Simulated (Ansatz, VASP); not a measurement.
## K6Ba4Zn3Si22O54: VASP beside Ansatz

Aim: how closely do two programs agree when they are given the same cell, functional and k mesh? The structure shown is frame 66 of Ansatz's trajectory.

Calculated with Ansatz 0.2.0; plane waves, with VASP 6.6.1 beside it; single point at revPBE.

### 1. Starting point

The cell holds 89 atoms: 22 Si, 6 K, 3 Zn, 4 Ba and 54 O. Its edges and angles: a = 11.126 Å, b = 11.126 Å, c = 11.126 Å, α = 90.0°, β = 90.0°, γ = 90.0°. As first built, before any earlier steps moved the atoms (in the runner's words): 89 atoms (22 Si, 6 K, 3 Zn, 4 Ba, 54 O) placed at random at 2.94 g/cm^3, melted at 4000 K for 10 ps at fixed volume with the Morse and Coulomb pair potential with partial charges (Pedone, Malavasi, Menziani, Cormack and Segre, J. Phys. Chem. B 110, 11780 (2006)). Quenched from 4000 K to 300 K at 10 K/ps and fixed volume, held 10 ps at zero pressure.

### 2. Ansatz: dynamics, revPBE

Ansatz runs on its default PAW (the set named soft_2) files.

One frame of this run of dynamics is then solved in both programs, so the motion causes no difference.

File input.yaml:

```yaml
crystal:
  lattice:
    - [11.12561, 0.0, 0.0]
    - [0.0, 11.12561, 0.0]
    - [0.0, 0.0, 11.12561]
  atoms:
    - { symbol: Si, position: [0.76864, 0.17519, 0.51056] }
    - { symbol: Si, position: [0.64658, 0.94241, 0.24526] }
    - { symbol: Si, position: [0.57633, 0.61223, 0.51475] }
    - { symbol: Si, position: [0.39934, 0.39594, 0.0888] }
    - { symbol: Si, position: [0.82048, 0.33995, 0.74853] }
    - { symbol: Si, position: [0.51295, 0.04057, 0.47236] }
    - { symbol: Si, position: [0.88681, 0.81859, 0.20459] }
    - { symbol: Si, position: [0.56241, 0.842, 0.66206] }
    - { symbol: Si, position: [0.96221, 0.58623, 0.67463] }
    - { symbol: Si, position: [0.22271, 0.21004, 0.95758] }
    - { symbol: Si, position: [0.29561, 0.628, 0.44813] }
    - { symbol: Si, position: [0.22911, 0.39295, 0.30365] }
    - { symbol: Si, position: [0.14148, 0.82742, 0.30957] }
    - { symbol: Si, position: [0.26327, 0.17538, 0.49087] }
    - { symbol: Si, position: [0.73624, 0.95041, 0.84647] }
    - { symbol: Si, position: [0.39799, 0.61798, 0.92049] }
    - { symbol: Si, position: [0.32345, 0.3099, 0.71897] }
    - { symbol: Si, position: [0.52846, 0.85681, 0.99644] }
    - { symbol: Si, position: [0.95728, 0.30909, 0.98405] }
    - { symbol: Si, position: [0.23114, 0.5872, 0.71655] }
    - { symbol: Si, position: [0.97518, 0.8295, 0.78875] }
    - { symbol: Si, position: [0.55916, 0.44178, 0.74979] }
    - { symbol: K, position: [0.33913, 0.02355, 0.18568] }
    - { symbol: K, position: [0.53978, 0.18868, 0.92405] }
    - { symbol: K, position: [0.58185, 0.6038, 0.22181] }
    - { symbol: K, position: [0.83938, 0.82587, 0.50989] }
    - { symbol: K, position: [0.71872, 0.28839, 0.19036] }
    - { symbol: K, position: [0.99836, 0.14325, 0.29804] }
    - { symbol: Zn, position: [0.82064, 0.06887, 0.07457] }
    - { symbol: Zn, position: [0.03604, 0.00765, 0.54395] }
    - { symbol: Zn, position: [0.09389, 0.93325, 0.0452] }
    - { symbol: Ba, position: [0.27173, 0.96148, 0.76949] }
    - { symbol: Ba, position: [0.90284, 0.50834, 0.32775] }
    - { symbol: Ba, position: [0.74282, 0.59711, 0.9515] }
    - { symbol: Ba, position: [0.09333, 0.60458, 0.0482] }
    - { symbol: O, position: [0.90095, 0.27701, 0.84877] }
    - { symbol: O, position: [0.7696, 0.86457, 0.27933] }
    - { symbol: O, position: [0.26622, 0.65065, 0.59153] }
    - { symbol: O, position: [0.56606, 0.87326, 0.14197] }
    - { symbol: O, position: [0.80054, 0.26904, 0.40664] }
    - { symbol: O, position: [0.55918, 0.95473, 0.3614] }
    - { symbol: O, position: [0.54009, 0.39824, 0.08401] }
    - { symbol: O, position: [0.56151, 0.51704, 0.63145] }
    - { symbol: O, position: [0.12887, 0.94926, 0.3856] }
    - { symbol: O, position: [0.18866, 0.07295, 0.99335] }
    - { symbol: O, position: [0.9087, 0.70323, 0.76088] }
    - { symbol: O, position: [0.43764, 0.63114, 0.44469] }
    - { symbol: O, position: [0.11388, 0.4338, 0.23344] }
    - { symbol: O, position: [0.24995, 0.50022, 0.40428] }
    - { symbol: O, position: [0.92959, 0.93225, 0.12282] }
    - { symbol: O, position: [0.09333, 0.58411, 0.7324] }
    - { symbol: O, position: [0.68969, 0.39355, 0.79734] }
    - { symbol: O, position: [0.66398, 0.84609, 0.93228] }
    - { symbol: O, position: [0.69961, 0.06413, 0.19313] }
    - { symbol: O, position: [0.49438, 0.54126, 0.84147] }
    - { symbol: O, position: [0.18495, 0.85026, 0.16961] }
    - { symbol: O, position: [0.96669, 0.60535, 0.54404] }
    - { symbol: O, position: [0.732, 0.07092, 0.91424] }
    - { symbol: O, position: [0.91949, 0.21052, 0.08029] }
    - { symbol: O, position: [0.03775, 0.87492, 0.66565] }
    - { symbol: O, position: [0.27151, 0.22096, 0.82399] }
    - { symbol: O, position: [0.33233, 0.27367, 0.03799] }
    - { symbol: O, position: [0.34065, 0.4026, 0.22092] }
    - { symbol: O, position: [0.06959, 0.81934, 0.89596] }
    - { symbol: O, position: [0.45811, 0.72492, 0.99729] }
    - { symbol: O, position: [0.66913, 0.92472, 0.72703] }
    - { symbol: O, position: [0.87224, 0.91531, 0.831] }
    - { symbol: O, position: [0.48468, 0.79311, 0.76481] }
    - { symbol: O, position: [0.46762, 0.33089, 0.75118] }
    - { symbol: O, position: [0.29266, 0.65023, 0.8327] }
    - { symbol: O, position: [0.32687, 0.26418, 0.59018] }
    - { symbol: O, position: [0.3801, 0.10056, 0.44239] }
    - { symbol: O, position: [0.6246, 0.13078, 0.50646] }
    - { symbol: O, position: [0.4592, 0.97535, 0.95773] }
    - { symbol: O, position: [0.67709, 0.56069, 0.42321] }
    - { symbol: O, position: [0.23182, 0.73322, 0.37607] }
    - { symbol: O, position: [0.21415, 0.26455, 0.37322] }
    - { symbol: O, position: [0.78983, 0.25465, 0.63745] }
    - { symbol: O, position: [0.34766, 0.50845, 0.00806] }
    - { symbol: O, position: [0.60692, 0.73816, 0.57858] }
    - { symbol: O, position: [0.10706, 0.29443, 0.95786] }
    - { symbol: O, position: [0.99619, 0.78795, 0.29047] }
    - { symbol: O, position: [0.92567, 0.43841, 0.01496] }
    - { symbol: O, position: [0.86067, 0.69486, 0.13217] }
    - { symbol: O, position: [0.2714, 0.44355, 0.72663] }
    - { symbol: O, position: [0.8581, 0.06014, 0.5101] }
    - { symbol: O, position: [0.50025, 0.94473, 0.58035] }
    - { symbol: O, position: [0.88689, 0.47111, 0.71208] }
    - { symbol: O, position: [0.16549, 0.11286, 0.56456] }
kpoints:
  mp_grid: { grid: [1, 1, 1] }
hamiltonian:
  xc: revpbe
scf:
  occupations: { method: fermi_dirac, width: 0.05 }
output:
  forces: true
md:
  timestep: 1.0
  n_steps: 199
  ensemble: nvt_langevin
  temperature: 300
  initial_velocities: maxwell_boltzmann
  seed: 8072
```

Launch:

```console
> ansatz run input.yaml --threads 4 --pin off --max-ram 8192MiB --backend cpu --events-out ev --progress --plain --runs-dir out
```

Numbers of over 12 decimals in the logs are rounded to 6 here.

Log:

```text
Warning: md: disabling space-group detection — thermal motion breaks the input geometry's symmetry, so no spatial operation reduces the k-mesh or symmetrises the density; time reversal is kept, so that k and −k are solved as one point where they differ and the mesh holds both, and exact exchange and, on two spinor components, a DFT+U term hold to it where the run has them: on two components no moment then forms, and  [...]
Engine: ansatz 0.2.0, aarch64-unknown-linux-gnu
Pseudopotentials: kind: paw
Pseudopotential: Si, paw, valence charge 4, recommended cutoff 420 eV (normal), Si.paw.azcp
Pseudopotential: K, paw, valence charge 9, recommended cutoff 420 eV (normal), K.paw.azcp
Pseudopotential: Zn, paw, valence charge 12, recommended cutoff 420 eV (normal), Zn.paw.azcp
Pseudopotential: Ba, paw, valence charge 10, recommended cutoff 420 eV (normal), Ba.paw.azcp
Pseudopotential: O, paw, valence charge 6, recommended cutoff 420 eV (normal), O.paw.azcp
Functional definition: revPBE
  parameter kappa = 1.245
  parameter beta = 0.066725
  exchange = pbe_x(kappa = kappa, mu = beta*pi^2/3)
  correlation = pbe_c(beta = beta)
Crystal: 89 atoms, lattice volume = 1377.119 Å³
Basis set: ecut = 420 eV, 26961 PW (Γ), exchange–correlation on 150×150×150 points (8 copies of the dense FFT grid, shifted against one another)
Bands: 360, of which v1, the nominal top of the filled ones, is band 271 counted from 1 (270 counted from 0)
Symmetry: 1 space group operations
k-points: 1
Non-local potential: Si, projectors of the file, l = 0: 2, l = 1: 2, l = 2: 2
Non-local potential: K, projectors of the file, l = 0: 3, l = 1: 2, l = 2: 2
Non-local potential: Zn, projectors of the file, l = 0: 2, l = 1: 2, l = 2: 3, l = 3: 1
Non-local potential: Ba, projectors of the file, l = 0: 3, l = 1: 2, l = 2: 2, l = 3: 2
Non-local potential: O, projectors of the file, l = 0: 2, l = 1: 2, l = 2: 1
PAW form: soft (Blöchl's): semilocal exchange-correlation on the pseudo side does not see the compensation charge
PAW frozen core: Si, regenerated for the run's functional, and the local potential with it (the file was generated under x = pbe(κ = 0.804, μ = 0.219515), c = pbe(β = 0.066725))
PAW frozen core: K, regenerated for the run's functional, and the local potential with it (the file was generated under x = pbe(κ = 0.804, μ = 0.219515), c = pbe(β = 0.066725))
PAW frozen core: Zn, regenerated for the run's functional, and the local potential with it (the file was generated under x = pbe(κ = 0.804, μ = 0.219515), c = pbe(β = 0.066725))
PAW frozen core: Ba, regenerated for the run's functional, and the local potential with it (the file was generated under x = pbe(κ = 0.804, μ = 0.219515), c = pbe(β = 0.066725))
PAW frozen core: O, regenerated for the run's functional, and the local potential with it (the file was generated under x = pbe(κ = 0.804, μ = 0.219515), c = pbe(β = 0.066725))
PAW one-centre angular grid: Si, 110 points (default); XC on 64 Gauss nodes
PAW one-centre angular grid: K, 110 points (default); XC on 64 Gauss nodes
PAW one-centre angular grid: Zn, 590 points (default); XC on 64 Gauss nodes
PAW one-centre angular grid: Ba, 194 points (default); XC on 64 Gauss nodes
PAW one-centre angular grid: O, 110 points (default); XC on 64 Gauss nodes
Initial density: superposition of atomic densities (neutral atoms: chi_scale 0, normalization atom), corrected by the library's trained network
Initial wavefunctions: pseudopotential atomic-orbital guess
Functional: x = revpbe(κ = 1.245, μ = 0.219515), c = pbe(β = 0.066725)
SCF iter   1: F=—  HF=-87877.419456 eV  |F-HF|=—  |Δ(HF+E_count)|=         —  Δρ=3.45e-3  dr2=1.87e-1  ethr=1.77e-3  ⟨swp⟩=6.0  Hψ=1699  notcnv=0  defer=69
preconditioner: auto → Resta (q_TF=auto, 2.336 Å⁻¹)  ε∞=3.3  [insulator: Δε(μ)=3.199 eV  Ē_g=15.085 eV  σ=0.050 eV  W_gap=1.00  n_scr=304 (ndim 8)  ℏωp=22.9 eV  f_vac=0.153  D(μ)=0.00/eV (n_scr^D=0)  ε∞_Penn≈3.3]
SCF iter   2: F=—  HF=-87877.403516 eV  |F-HF|=—  |Δ(HF+E_count)|=   1.59e-2  Δρ=1.80e-3  dr2=3.37e-2  ethr=3.45e-5  ⟨swp⟩=2.0  Hψ=634  notcnv=0  defer=82
SCF iter   3: F=—  HF=-87877.408274 eV  |F-HF|=—  |Δ(HF+E_count)|=   4.76e-3  Δρ=7.57e-4  dr2=1.05e-2  ethr=6.21e-6  ⟨swp⟩=2.0  Hψ=493  notcnv=0  defer=82
SCF iter   4: F=—  HF=-87877.409590 eV  |F-HF|=—  |Δ(HF+E_count)|=   1.32e-3  Δρ=2.64e-4  dr2=9.71e-4  ethr=1.94e-6  ⟨swp⟩=2.0  Hψ=498  notcnv=0  defer=82
[...]
automatic band count: iteration 1 solves 314 bands in place of 360: the levels show a gap, and the empty bands left out lie too high to hold charge; the band table lists the bands solved (type scf.n_extra_bands for more)
md step   194: t =   194.00 fs  T =   342.3 K  F+E_penalty+E_count = -87882.13747872 eV  E_kin = 3.938371 eV  (6 SCF iters)
[...]
md step   195: t =   195.00 fs  T =   338.5 K  F+E_penalty+E_count = -87882.21088806 eV  E_kin = 3.894178 eV  (6 SCF iters)
[...]
md step   196: t =   196.00 fs  T =   347.2 K  F+E_penalty+E_count = -87882.27137302 eV  E_kin = 3.993686 eV  (6 SCF iters)
[...]
md step   197: t =   197.00 fs  T =   360.1 K  F+E_penalty+E_count = -87882.30892101 eV  E_kin = 4.142668 eV  (6 SCF iters)
[...]
md step   198: t =   198.00 fs  T =   357.2 K  F+E_penalty+E_count = -87882.31734972 eV  E_kin = 4.109730 eV  (6 SCF iters)
[...]
md step   199: t =   199.00 fs  T =   361.6 K  F+E_penalty+E_count = -87882.29707128 eV  E_kin = 4.159841 eV  (8 SCF iters)
SCF converged after 8 iterations
Free energy (F): -87882.297071 eV
Harris-Foulkes:  -87882.297071 eV  (|F-HF|=2.82e-8)
Internal energy: -87882.297071 eV  (E = F + TS)
E sigma→0 (E₀):  -87882.297071 eV
Fermi energy:    5.843560 eV
--- Per-component energies (eV) ---
  E_band       = -2305.436401
  E_kinetic    = 13182.712792
  E_local      = -39954.926500  (includes V_loc(G=0)·N_el)
  E_nonlocal   = 5227.335165
  E_hartree    = 15314.627217
  E_xc         = -7161.854764
  E_vxc        = -7866.227786  (∫ρ·V_xc dr)
  E_paw        = -51095.632745  (= ΣΔE_a)
  E_vpaw       = -3523.718493  (= ΣTr[D̂ρ^β])
  E_aug_tail   = 0.133654  (compensation charges beyond the density's cutoff)
  E_ewald      = -23392.911190
  E_core_change = -1.780700  (= ΣΔE_core)
  E_smearing   = -0.000000  (= −TS)
  E_closure    = 0.000000  (closes the sum)
  Σ components = -87882.297071   (vs F -87882.297071, Δ=0.00e0)
--- Forces (eV/Å), atoms counted from 1 ---
  atom   1  Si     0.13682229    -1.21857619     0.17429419
  atom   2  Si    -1.10688321    -0.52795327     1.20000576
  atom   3  Si    -1.07635720     0.58558516    -0.78969093
  atom   4  Si    -1.29095969    -0.14890419     1.15738819
  atom   5  Si     2.26626936     1.09187263     0.77960751
  atom   6  Si    -0.89635618    -0.95225815    -1.42792411
  atom   7  Si     1.33480393    -0.14451257    -0.01368206
  atom   8  Si     0.66098361    -0.44299544     0.58981317
  atom   9  Si     0.43179798    -0.94782673    -0.40993957
  atom  10  Si     0.70520734     0.29896674    -0.49545228
  atom  11  Si    -0.12271291    -0.92262595    -0.34426302
  atom  12  Si    -0.15971706     0.25513601     0.78069998
  atom  13  Si    -0.80238902    -0.51656050     0.00870373
  atom  14  Si    -1.01157374     0.14695635    -0.13367670
  atom  15  Si     0.49026806    -1.41147764    -1.03665207
  atom  16  Si    -2.05011110     0.62233404     0.70661138
  atom  17  Si     0.86514292    -1.40771179     0.38834827
  atom  18  Si     0.26984323     2.10105442    -0.89482853
  atom  19  Si     0.55595579    -0.03167621    -0.68160357
  atom  20  Si    -0.82405476    -0.00470458     0.37437761
  atom  21  Si     0.06351775     1.29517363     0.34970347
  atom  22  Si    -0.24675536    -0.64849724    -0.40428678
  atom  23  K      0.39232040     0.26060031     0.16565197
  atom  24  K      0.01489356    -0.13081231     0.45975706
[...]
atom  82  O      0.98774505     0.08896565    -0.12390127
  atom  83  O     -0.47819586     1.89678502    -0.16204956
  atom  84  O     -0.36814705     0.48273800     0.38574402
  atom  85  O     -1.19478775     3.36329643     0.73216394
  atom  86  O      0.02829237     0.09109588     0.68354092
  atom  87  O     -0.59668993     0.68542327     0.03994836
  atom  88  O     -0.60060839    -1.05335940     0.64853307
  atom  89  O      0.23596186     1.44021250    -0.48104061
  max |Σ_I F_I| component: 1.23e-4 eV/Å
--- MD trajectory: 199 steps, t = 0.0 → 199.0 fs ---
  final state: T = 361.6 K   F+E_penalty+E_count = -87882.29707128 eV   E_kin = 4.159841 eV
```

(Continued in part 2 of 2.)

[Lines on the potential files, build, host, timing and source positions are cut from VASP's logs without a mark.]

[Logs are printed without paths, hosts, clocks, repeated set-up lines and the standing remarks that a program may print on its own settings, such as how far it seeks lower states.]

[Hosts, paths, dates, database ids (printed as entryN), source tags and the programs' standing remarks are cut or masked in the printed files.]
